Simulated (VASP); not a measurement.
Here is the system:

```yaml
crystal:
  lattice:
    - [2.03772, -3.52944, 0.00000]
    - [2.03772, 3.52944, 0.00000]
    - [0.00000, 0.00000, 5.20860]
  atoms:
    - { symbol: Te, position: [0.33333, 0.66667, 0.26256] }
    - { symbol: Te, position: [0.66667, 0.33333, 0.73744] }
    - { symbol: Pt, position: [0.00000, 0.00000, 0.00000] }
```

The numbers are results of rev-vdW-DF2, VASP's PBE PAW potentials (set 64) (plane waves; VASP), not measurements. Numerical set-up: 520 eV cut-off, Gaussian smearing of 0.050 eV, potentials Te Pt.

Task: Give the energies of bands 3 to 14 at the high-symmetry points, in eV from the Fermi level.

Result: 
```
band      Γ      M      K      A      L      H
----  -----  -----  -----  -----  -----  -----
3     -6.57  -6.50  -6.55  -5.43  -6.99  -5.90
4     -5.53  -4.91  -5.35  -5.43  -5.67  -5.90
5     -5.53  -4.64  -5.35  -4.38  -5.22  -5.74
6     -3.64  -3.62  -4.20  -3.67  -4.30  -4.10
7     -3.64  -3.38  -4.20  -3.67  -3.37  -3.93
8     -2.63  -3.35  -3.52  -2.29  -3.31  -3.93
9     -0.50  -3.30  -1.93  -1.47  -3.16  -3.38
10    -0.50  -3.28  -1.77  -1.24  -2.26  -2.63
11     0.83  -2.85  -1.77  -1.24  -0.72  -2.63
12     0.83   0.06  -0.25   2.10   0.30   2.42
13     1.45   2.44  -0.25   2.10   1.23   2.42
14     2.70   3.82   2.53   4.16   4.19   5.61
```

It has no gap at this level: it comes out as a metal or semimetal.

The compound is PtTe2 in the 1T layered structure. It was relaxed first.
